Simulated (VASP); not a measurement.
A run of VASP 6.6.1:

Contents of INCAR:

```
PREC = Accurate
ENCUT = 520
EDIFF = 1E-6
ISMEAR = -1
SIGMA = 0.1
LREAL = F
LASPH = T
NELM = 80
ALGO = Fast
ISIF = 2
LWAVE = F
LCHARG = T
GGA = PE
LELF = T
LVHAR = T
NBANDS = 64
```

Contents of KPOINTS:

```
Automatic mesh
0
Gamma
  4 4 3
  0.5 0 0.5
```

File POSCAR:

```
P2Rh3O8
1.0
    4.9377440000      0.0000000000      0.0000000000
    1.9674030000      5.0066590000      0.0000000000
    0.3296190000      1.9184370000      5.9821150000
Rh P O
3 2 8
Direct
    0.0000000000      0.0000000000      0.0000000000
    0.2911700000      0.2466100000      0.3089600000
    0.7088300000      0.7533900000      0.6910400000
    0.3428600000      0.3575900000      0.7450100000
    0.6571400000      0.6424100000      0.2549900000
    0.8464000000      0.3443000000      0.3389000000
    0.1536000000      0.6557000000      0.6611000000
    0.3324000000      0.6515000000      0.1695000000
    0.6676000000      0.3485000000      0.8305000000
    0.2303000000      0.2274000000      0.0049000000
    0.7697000000      0.7726000000      0.9951000000
    0.3786000000      0.1498000000      0.6334000000
    0.6214000000      0.8502000000      0.3666000000
```

Potentials or basis: VASP PAW PBE potentials, release 64 (Rh_pv, P, O).

Command:

```console
$ cat potpaw_PBE.64/Rh_pv/POTCAR potpaw_PBE.64/P/POTCAR potpaw_PBE.64/O/POTCAR > POTCAR
$ mpirun -np 1 vasp_std > vasp.out
```

Hardware: 1 thread of Intel(R) Xeon(R) 6975P-C (Granite Rapids), with other jobs on the host.

Q: How long does it take, and how much memory?

A: It took 3.5 min on 1 thread of Intel(R) Xeon(R) 6975P-C (Granite Rapids), with other jobs on the host, peak memory 0.35 GiB. Counts: scf iterations 18, k points 24.
